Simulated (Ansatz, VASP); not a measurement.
# BaLiC in two plane-wave programs

Aim: how closely do two programs agree when they are given the same cell, functional and k mesh? The cell is invented: As first built, before any earlier steps moved the atoms (in the runner's words): it takes the BaLiSi structure with some of its atoms replaced by other elements, volume scaled by an estimate. It may not be a known or stable phase. The cell is taken from a series of VASP runs on this material, whose earlier steps may have relaxed, scaled or displaced it; both programs get it as it stands.

Calculated with Ansatz 0.2.0; plane waves, with VASP 6.6.1 beside it; relaxation of cell and atoms at PBE and zone-centre phonons at PBE.

## Step 1: Set-up

The structure is hexagonal, space group P-6m2 (No. 187). The conventional cell has a = 4.175 Å, b = 4.175 Å, c = 3.956 Å, α = 90.00°, β = 90.00°, γ = 120.00°. Nearest to Ba lie 6 Li at 3.12 Å and 6 C at 3.12 Å. Nearest to C lie 3 Li at 2.41 Å and 6 Ba at 3.12 Å. Nearest to Li lie 3 C at 2.41 Å and 6 Ba at 3.12 Å. As first built, before any earlier steps moved the atoms (in the runner's words): sites of the BaLiSi structure (space group 187) filled with other elements, volume scaled by an estimate. Farther neighbours are not listed.

## Step 2: Ansatz: relaxation of cell and atoms, PBE

Ansatz runs on its default PAW (the set named soft_2) files.

The relaxed volume is the usual yardstick between codes: its relative difference is about their pressure difference at one cell divided by the bulk modulus.

input.yaml

```yaml
crystal:
  lattice:
    - [4.1748862011, 0.0, 0.0]
    - [-2.0874431005, 3.6155575648, 0.0]
    - [0.0, 0.0, 3.9557314243]
  atoms:
    - { symbol: Ba, position: [0.66666667, 0.33333333, 0.0] }
    - { symbol: C, position: [0.33333333, 0.66666667, 0.5] }
    - { symbol: Li, position: [0.0, 0.0, 0.5] }
hamiltonian:
  xc: pbe
  pseudopotentials: { kind: paw }
kpoints:
  mp_grid: { grid: [9, 9, 8] }
scf:
  occupations: { method: methfessel_paxton, width: 0.2 }
relax:
  f_tol: 0.01
  max_steps: 60
  cell: { stress_tol: 0.05 }
output:
  forces: true
  stress: true
```

Started as:

```console
> ansatz run input.yaml --threads 4 --pin off --max-ram 9216MiB --backend cpu --events-out ev --progress --plain --runs-dir out
```

Numbers of over 12 decimals in the logs are rounded to 6 here.

What it wrote:

```text
Engine: ansatz 0.2.0, aarch64-unknown-linux-gnu
Pseudopotentials: kind: paw
Pseudopotential: Ba, paw, valence charge 10, recommended cutoff 420 eV (normal), Ba.paw.azcp
Pseudopotential: C, paw, valence charge 4, recommended cutoff 420 eV (normal), C.paw.azcp
Pseudopotential: Li, paw, valence charge 3, recommended cutoff 420 eV (normal), Li.paw.azcp
Functional definition: PBE
  parameter kappa = 0.804
  parameter beta = 0.066725
  exchange = pbe_x(kappa = kappa, mu = beta*pi^2/3)
  correlation = pbe_c(beta = beta)
Crystal: 3 atoms, lattice volume = 59.710 Å³
Basis set: ecut = 420 eV, 1147 PW (Γ), exchange–correlation on 60×60×54 points (8 copies of the dense FFT grid, shifted against one another)
Bands: 13, of which v1, the nominal top of the filled ones, is band 9 counted from 1 (8 counted from 0)
Symmetry: 12 space group operations
Space group: P-6m2 (ITA 187), of the structure as read, at distance tolerance 3.9e-5 Å
k-points: 60 of 648 (time reversal used)
Non-local potential: Ba, projectors of the file, l = 0: 3, l = 1: 2, l = 2: 2, l = 3: 2
Non-local potential: C, projectors of the file, l = 0: 2, l = 1: 2, l = 2: 1
Non-local potential: Li, projectors of the file, l = 0: 3, l = 1: 2, l = 2: 1
PAW form: soft (Blöchl's): semilocal exchange-correlation on the pseudo side does not see the compensation charge
PAW one-centre angular grid: Ba, 194 points (default); XC on 64 Gauss nodes
PAW one-centre angular grid: C, 110 points (default); XC on 64 Gauss nodes
PAW one-centre angular grid: Li, 110 points (default); XC on 64 Gauss nodes
Initial density: superposition of atomic densities (neutral atoms: chi_scale 0, normalization atom), corrected by the library's trained network
Initial wavefunctions: pseudopotential atomic-orbital guess
Functional: x = pbe(κ = 0.804, μ = 0.219515), c = pbe(β = 0.066725)
SCF iter   1: F=—  HF=-6402.753466 eV  |F-HF|=—  |Δ(HF+E_count)|=         —  Δρ=7.44e-3  dr2=2.27e-2  ethr=1.77e-3  ⟨swp⟩=7.7  Hψ=5581  notcnv=0
preconditioner: auto → none  [metal: Δε(μ)=0.003 eV  Ē_g=10.659 eV  σ=0.200 eV  W_gap=0.01  n_scr=8 (ndim 8)  ℏωp=17.3 eV  f_vac=0.000  D(μ)=5.20/eV (n_scr^D=70)  sad-step TF]
SCF iter   2: F=—  HF=-6402.750437 eV  |F-HF|=—  |Δ(HF+E_count)|=   3.03e-3  S|Δr|=    0.00e0  Δρ=2.98e-3  dr2=4.37e-3  ethr=1.34e-4  ⟨swp⟩=1.0  Hψ=1260  notcnv=0
SCF iter   3: F=—  HF=-6402.750097 eV  |F-HF|=—  |Δ(HF+E_count)|=   3.40e-4  S|Δr|=    0.00e0  Δρ=3.60e-4  dr2=6.12e-5  ethr=2.57e-5  ⟨swp⟩=2.3  Hψ=1075  notcnv=0
SCF iter   4: F=—  HF=-6402.750117 eV  |F-HF|=—  |Δ(HF+E_count)|=   2.05e-5  S|Δr|=    0.00e0  Δρ=9.31e-5  dr2=4.22e-6  ethr=3.60e-7  ⟨swp⟩=2.1  Hψ=1283  notcnv=0
SCF iter   5: F=—  HF=-6402.750123 eV  |F-HF|=—  |Δ(HF+E_count)|=   5.51e-6  S|Δr|=    0.00e0  Δρ=2.55e-5  dr2=5.23e-7  ethr=2.48e-8  ⟨swp⟩=2.3  Hψ=1192  notcnv=0
SCF iter   6: F=-6402.750123 eV  HF=-6402.750123 eV  |F-HF|=1.40e-8  |Δ(HF+E_count)|=   5.04e-8  S|Δr|=    0.00e0  Δρ=6.85e-6  dr2=3.12e-8  ethr=5.88e-10  ⟨swp⟩=4.8  Hψ=2754  notcnv=0
SCF 1 converged in 6 iterations: F = -6402.750123 eV  dr2 = 3.12e-8
  greatest PAW one-centre occupation: 1.000 electrons in one spin orbital (limit 2), on the Li atom at site 2 (counted from 0), in its partial waves of l = 0
relax step   1: F+E_penalty+E_count = -6402.75012273 eV  Δ(F+E_penalty+E_count) = +0.000e0 eV  max|allowed force component| = 4.472e-17 eV/Å  Δτ_max = 0.0000 Å  P = -0.827 GPa  Ω = 59.710 Å³  (6 SCF iters, dr2 threshold 1.00e-7 eV, accepted)
[... from here on, the SCF cycles and remarks between the steps are left out ...]
relax step   2: F+E_penalty+E_count = -6402.75820220 eV  Δ(F+E_penalty+E_count) = -8.079e-3 eV  max|allowed force component| = 5.166e-17 eV/Å  Δτ_max = 0.0000 Å  P = +0.151 GPa  Ω = 58.091 Å³  energy of the carried Pulay correction = +9.067e-4 eV  (4 SCF iters, dr2 threshold 3.00e-7 eV, accepted)
relax step   3: F+E_penalty+E_count = -6402.77437968 eV  Δ(F+E_penalty+E_count) = -1.618e-2 eV  max|allowed force component| = 4.452e-17 eV/Å  Δτ_max = 0.0000 Å  P = +0.743 GPa  Ω = 57.189 Å³  energy of the carried Pulay correction = +1.524e-3 eV  (5 SCF iters, dr2 threshold 3.00e-7 eV, accepted)
relax step   4: F+E_penalty+E_count = -6402.80374065 eV  Δ(F+E_penalty+E_count) = -2.936e-2 eV  max|allowed force component| = 1.619e-16 eV/Å  Δτ_max = 0.0000 Å  P = +1.512 GPa  Ω = 56.266 Å³  energy of the carried Pulay correction = +2.232e-3 eV  (5 SCF iters, dr2 threshold 3.00e-7 eV, accepted)
relax step   5: F+E_penalty+E_count = -6402.81478081 eV  Δ(F+E_penalty+E_count) = -1.104e-2 eV  max|allowed force component| = 1.625e-16 eV/Å  Δτ_max = 0.0000 Å  P = +0.485 GPa  Ω = 57.571 Å³  energy of the carried Pulay correction = +1.698e-3 eV  (6 SCF iters, dr2 threshold 3.00e-7 eV, accepted)
relax step   6: F+E_penalty+E_count = -6402.81705051 eV  Δ(F+E_penalty+E_count) = -2.270e-3 eV  max|allowed force component| = 1.149e-16 eV/Å  Δτ_max = 0.0000 Å  P = -0.489 GPa  Ω = 59.032 Å³  energy of the carried Pulay correction = +8.124e-4 eV  (5 SCF iters, dr2 threshold 3.00e-7 eV, accepted)
relax step   7: F+E_penalty+E_count = -6402.81920952 eV  Δ(F+E_penalty+E_count) = -2.159e-3 eV  max|allowed force component| = 8.789e-17 eV/Å  Δτ_max = 0.0000 Å  P = +0.017 GPa  Ω = 58.262 Å³  energy of the carried Pulay correction = +1.251e-3 eV  (4 SCF iters, dr2 threshold 3.00e-7 eV, accepted)
relax step   8: F+E_penalty+E_count = -6402.82190079 eV  Δ(F+E_penalty+E_count) = -2.691e-3 eV  max|allowed force component| = 1.342e-16 eV/Å  Δτ_max = 0.0000 Å  P = +0.061 GPa  Ω = 58.262 Å³  stress off target by 2.37e-1 GPa  SCF on the basis re-selected at this cell (its energy is not comparable with the rows above)  (6 SCF iters)
relax step   9: F+E_penalty+E_count = -6402.82200709 eV  Δ(F+E_penalty+E_count) = -1.063e-4 eV  max|allowed force component| = 4.713e-17 eV/Å  Δτ_max = 0.0000 Å  P = +0.002 GPa  Ω = 58.349 Å³  energy of the carried Pulay correction = -5.093e-5 eV  (4 SCF iters, dr2 threshold 1.41e-7 eV, accepted)
relax step  10: F+E_penalty+E_count = -6402.82206033 eV  Δ(F+E_penalty+E_count) = -5.324e-5 eV  max|allowed force component| = 4.867e-17 eV/Å  Δτ_max = 0.0000 Å  P = +0.003 GPa  Ω = 58.349 Å³  stress off target by 1.95e-2 GPa  SCF on the basis re-selected at this cell (its energy is not comparable with the rows above)  (5 SCF iters)
basis re-selected at this cell: Δ(F+E_penalty+E_count) = -5.324e-5 eV, ΔP = +0.001 GPa vs the last step (what re-selecting the basis moved, of the pressure what is left beyond the Pulay correction that the steps carried, after the strain that the cell walked since its last selection, with what the two solves' SCF thresholds leave and, on support functions, any second-order correction that the steps lacked; it is no m [...]
SCF converged after 5 iterations
Stability not checked: this state was not tested for a lower state beside it, because cold or Methfessel-Paxton smearing, or corrected tetrahedra, fill the levels in a way that the test cannot read (fill_not_monotonic; see scf.lower_state_search)
Free energy (F): -6402.822060 eV
Harris-Foulkes:  -6402.822060 eV  (|F-HF|=8.19e-12)
Internal energy: -6402.820585 eV  (E = F + TS)
E sigma→0 (E₀):  -6402.821692 eV
Entropy (-TS):   -0.001475 eV (-0.492 meV/atom)
Fermi energy:    7.684729 eV
--- Per-component energies (eV) ---
  E_band       = -107.815422
  E_kinetic    = 273.368783
  E_local      = -414.751753  (includes V_loc(G=0)·N_el)
  E_nonlocal   = 51.274113
  E_hartree    = 121.705826
  E_xc         = -225.671245
  E_vxc        = -207.496408  (∫ρ·V_xc dr)
  E_paw        = -5345.047062  (= ΣΔE_a)
  E_vpaw       = -53.621826  (= ΣTr[D̂ρ^β])
  E_aug_tail   = 0.000015  (compensation charges beyond the density's cutoff)
  E_ewald      = -863.699263
  E_smearing   = -0.001475  (= −TS)
  E_closure    = 0.000000  (closes the sum)
  Σ components = -6402.822060   (vs F -6402.822060, Δ=0.00e0)
--- Forces (eV/Å), atoms counted from 1 ---
  atom   1  Ba     0.00000000     0.00000000    -0.00000000
  atom   2  C      0.00000000    -0.00000000    -0.00000000
  atom   3  Li    -0.00000000     0.00000000    -0.00000000
  max |Σ_I F_I| component: 7.60e-17 eV/Å
--- Stress (GPa, compression-positive) ---
       -0.005285       0.000000      -0.000000
        0.000000      -0.005285       0.000000
       -0.000000       0.000000       0.019463
  P = ⅓ Tr σ = 0.0030 GPa (0.030 kbar)
--- Relaxed structure (8 steps of the walk, 8 accepted, 2 SCFs on fresh bases) ---
  F+E_penalty+E_count = -6402.82206033 eV   max|allowed force component| = 4.867e-17 eV/Å   (the final SCF, on the basis selected at the relaxed cell)
  cell:  # Å, volume = 58.3492 Å³
    - [3.933312, -2.7197222460604815e-11, 0]
    - [-1.966656, 3.406348, 2.8813755170267988e-18]
    - [0, 3.152473045448395e-18, 4.354994]
  atoms:
    - { symbol: Ba, position: [0.666667, 0.333333, 0] }
    - { symbol: C, position: [0.333333, 0.666667, 0.5] }
    - { symbol: Li, position: [0, 0, 0.5] }
```

The job ended after 13 s (4 threads of Arm Neoverse V2, shared host; peak memory 0.39 GiB).

(Continued in part 2 of 2.)

[Lines on the potential files, build, host, timing and source positions are cut from VASP's logs without a mark.]

[Logs are printed without paths, hosts, clocks, repeated set-up lines and the standing remarks that a program may print on its own settings, such as how far it seeks lower states.]

[Hosts, paths, dates, database ids (printed as entryN), source tags and the programs' standing remarks are cut or masked in the printed files.]
